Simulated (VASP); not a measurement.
A convergence study with VASP on GaN (zinc blende): one setting is varied, all else stays as given below, so the limit is that of these other settings. ε∞ is the independent-particle value.

```
GaN
1.0
    0.00000     2.26000     2.26000
    2.26000     0.00000     2.26000
    2.26000     2.26000     0.00000
Ga N
1 1
Direct
  0.00000   0.00000   0.00000
  0.25000   0.25000   0.25000
```

The numbers are results of PBEsol GGA, VASP's PBE PAW potentials (set 64) (plane waves; VASP), not measurements. The tightest run used: 700 eV cut-off, 8×8×8 Γ-centred mesh, Gaussian smearing of 0.050 eV, potentials Ga_d N.

Task: The settings run are NBANDS = 10; NBANDS = 11; NBANDS = 13; NBANDS = 17; NBANDS = 25; NBANDS = 41; NBANDS = 73; NBANDS = 137. From which on does the mean ε∞ stay within 0.05  of the tightest run?

Result: From NBANDS = 25 on: it is off by 0.04 there and by no more than 0.05 in any finer run, while NBANDS = 17 is off by 0.10.
```json
[
 {"setting": "NBANDS = 10", "mean ε∞": "4.73", "bands": "10", "difference judged ()": "1.82"},
 {"setting": "NBANDS = 11", "mean ε∞": "5.61", "bands": "11", "difference judged ()": "0.94"},
 {"setting": "NBANDS = 13", "mean ε∞": "6.31", "bands": "13", "difference judged ()": "0.25"},
 {"setting": "NBANDS = 17", "mean ε∞": "6.45", "bands": "17", "difference judged ()": "0.10"},
 {"setting": "NBANDS = 25", "mean ε∞": "6.52", "bands": "25", "difference judged ()": "0.04"},
 {"setting": "NBANDS = 41", "mean ε∞": "6.55", "bands": "41", "difference judged ()": "0.01"},
 {"setting": "NBANDS = 73", "mean ε∞": "6.56", "bands": "73", "difference judged ()": "0.00"},
 {"setting": "NBANDS = 137", "mean ε∞": "6.56", "bands": "137", "difference judged ()": "0.00"}
]
```

Left out are rungs that failed or repeat a setting and relaxations that didn't move; long series are thinned to 24 rows.

The compound is GaN in the zinc blende structure, a metastable form; wurtzite is the usual one. The cell was not relaxed at this level.
